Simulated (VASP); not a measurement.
Given:

```
MgO
1.0
    2.53700     0.00000     0.00000
    0.00000     2.53700     0.00000
    0.00000     0.00000     2.53700
Mg O
1 1
Direct
  0.00000   0.00000   0.00000
  0.50000   0.50000   0.50000
```

Method: PBEsol GGA, VASP's PBE PAW potentials (set 64) (plane waves; VASP). Numerical set-up: 620 eV cut-off, 10×10×10 Γ-centred mesh, Gaussian smearing of 0.050 eV, potentials Mg O.

### Question
Estimate the energy per atom (σ→0), pressure, band gap (on the k-mesh) with the smallest direct gap where there is one.

### Answer

The band gap (on the k-mesh) is 3.57 eV and the smallest direct gap (on the k-mesh) is 4.72 eV. The energy per atom (σ→0) comes out as -5.461 eV/atom and the pressure comes out as 20.03 GPa.

The structure was generated: MgO was put into the CsCl type type (Pm-3m), which need not be its known phase. It was relaxed first under an external pressure of 20 GPa.
